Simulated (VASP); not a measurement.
```
CELL_PARAMETERS angstrom
      5.46147     0.00000     0.00000
      0.00000     5.46147     0.00000
      0.00000     0.00000     5.46147
ATOMIC_POSITIONS crystal
  Hg 0.00000 0.00000 0.00000
  Se 0.27451 0.27451 0.27451
  Se 0.72549 0.72549 0.27451
  Se 0.72549 0.27451 0.72549
  Se 0.27451 0.72549 0.72549
  Be 0.50000 0.50000 0.00000
  Be 0.50000 0.00000 0.50000
  Be 0.00000 0.50000 0.50000
```

All values below come from HSE06 screened hybrid, VASP's PBE PAW potentials (set 64) (plane waves; VASP). Run with 400 eV cut-off, 4×4×4 Γ-centred mesh, Gaussian smearing of 0.050 eV, potentials Hg Se Be.

Task: Which forces act on the atoms, in eV/Å?

Result: 
| atom | Fx | Fy | Fz |
|---|---|---|---|
| Hg1 | 0.000 | 0.000 | 0.000 |
| Se2 | -0.091 | -0.091 | -0.091 |
| Se3 | 0.091 | 0.091 | -0.091 |
| Se4 | 0.091 | -0.091 | 0.091 |
| Se5 | -0.091 | 0.091 | 0.091 |
| Be6 | 0.000 | 0.000 | 0.000 |
| Be7 | 0.000 | 0.000 | 0.000 |
| Be8 | 0.000 | 0.000 | 0.000 |

Task: Give the stress tensor in GPa (positive for a compressed cell).

Result: 
```
-1.84   0.00   0.00
 0.00  -1.84   0.00
 0.00   0.00  -1.84
```
The pressure is its mean diagonal, -1.84 GPa.

The structure was generated: Be3HgSe4 was put into an ordered model structure (P-43m), which need not be its known phase. It was relaxed first. The cell's shape comes from a PBE relaxation.
